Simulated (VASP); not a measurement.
A run of VASP 6.6.1:

INCAR

```
SYSTEM = CdSnSe2
PREC = Accurate
ENCUT = 600
EDIFF = 1E-7
ISMEAR = 0
SIGMA = 0.1
LREAL = .FALSE.
LASPH = .TRUE.
NELM = 100
ALGO = Normal
ISIF = 3
LWAVE = .FALSE.
LCHARG = .FALSE.
GGA = PE
IBRION = 2
NSW = 90
EDIFFG = -0.04
```

The input KPOINTS:

```
regular mesh
0
G
  4 4 6
  0 0 0
```

File POSCAR:

```
CdSnSe2
1.0
    5.7539871400      0.0000000000      0.0000000000
    0.0000000000      5.7539871400      0.0000000000
    0.0000000000      0.0000000000      2.6861697100
Cd Sn Se
1 1 2
Direct
    0.5000000000      0.5000000000      0.5000000000
    0.0000000000      0.0000000000      0.0000000000
    0.5000000000      0.0000000000      0.0000000000
    0.0000000000      0.5000000000      0.0000000000
```

Potentials or basis: VASP PAW PBE potentials, release 64 (Cd, Sn_d, Se).

Launch:

```console
$ cat potpaw_PBE.64/Cd/POTCAR potpaw_PBE.64/Sn_d/POTCAR potpaw_PBE.64/Se/POTCAR > POTCAR
$ mpirun -np 1 vasp_std > vasp.out
```

Hardware: 1 thread of Intel(R) Xeon(R) Platinum 8259CL CPU @ 2.50GHz (Skylake/Cascade Lake), on a shared host.

How long does it take, and how much memory?

It took 5.6 min on 1 thread of Intel(R) Xeon(R) Platinum 8259CL CPU @ 2.50GHz (Skylake/Cascade Lake), on a shared host, peak memory 0.28 GiB. Counts: scf iterations 87, k points 24, ion steps 9.
